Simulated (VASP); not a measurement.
Energy against volume of NaCl (rock salt). Level of theory: MS2 meta-GGA, VASP's PBE PAW potentials (set 64) (plane waves; VASP 6.6.1). Settings: 520 eV cut-off, 8×8×8 Γ-centred mesh, Gaussian smearing of 0.050 eV, potentials Na_pv Cl.

```csv
V (Å³/atom),E (eV/atom)
21.197,-7.52916
21.852,-7.53127
22.508,-7.52959
23.163,-7.52512
```

Problem. Fit these four points and predict the energy of the run at 20.541 Å³/atom.

Solution. A cubic in V^(−2/3), the third-order Birch-Murnaghan form, passes through the four points with V0 = 21.86 Å³/atom and B0 = 31 GPa, and gives -7.5220 eV/atom there. The run gave -7.5234 eV/atom, -1.4 meV/atom from the fit; all five points give B0 = 28 GPa.

The compound is NaCl in the rock salt structure. It was relaxed first.
